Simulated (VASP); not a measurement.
Consider the following.

```yaml
crystal:
  lattice:
    - [0.00000, 2.59477, 2.59477]
    - [2.59477, 0.00000, 2.59477]
    - [2.59477, 2.59477, 0.00000]
  atoms:
    - { symbol: Ca, position: [0.00000, 0.00000, 0.00000] }
    - { symbol: S, position: [0.50000, 0.50000, 0.50000] }
```

Level of theory: PBE GGA, VASP's PBE PAW potentials (set 64) (plane waves; VASP 6.6.1). Numerical set-up: 500 eV cut-off, 9×9×9 Γ-centred mesh, Gaussian smearing of 0.050 eV, potentials Ca_sv S.

Task: Predict the energy per atom (σ→0), pressure.

Result: 
- energy per atom (σ→0) = -4.750 eV/atom
- pressure = 29.96 GPa

Total energies compare only between runs with the same potentials, cut-off and functional.

The compound is CaS in the rock salt structure. It was relaxed first under an external pressure of 30 GPa.
